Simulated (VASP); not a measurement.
Input:

```
CELL_PARAMETERS angstrom
      0.00000     2.01946     2.01946
      2.01946     0.00000     2.01946
      2.01946     2.01946     0.00000
ATOMIC_POSITIONS crystal
  Al 0.00000 0.00000 0.00000
```

Method: PBE GGA, VASP's PBE PAW potentials (set 64) (plane waves; VASP). Run with 300 eV cut-off, 14×14×14 Γ-centred mesh, first-order Methfessel-Paxton smearing of 0.10 eV, potentials Al.

Question: Give the energies of bands 1 to 4 at the high-symmetry points, in eV from the Fermi level.

Answer: 
```tsv
band	Γ	X	U	L	W
1	-11.11	-2.89	-1.85	-4.56	-0.81
2	12.71	-1.56	-1.32	-4.34	-0.81
3	12.71	5.32	-0.35	11.46	0.21
4	12.71	5.64	6.61	11.46	1.15
```

It has no gap at this level: it comes out as a metal or semimetal.

The structure comes from a computed database's Al entry; how it stands against other phases isn't given here. The cell was not relaxed at this level.
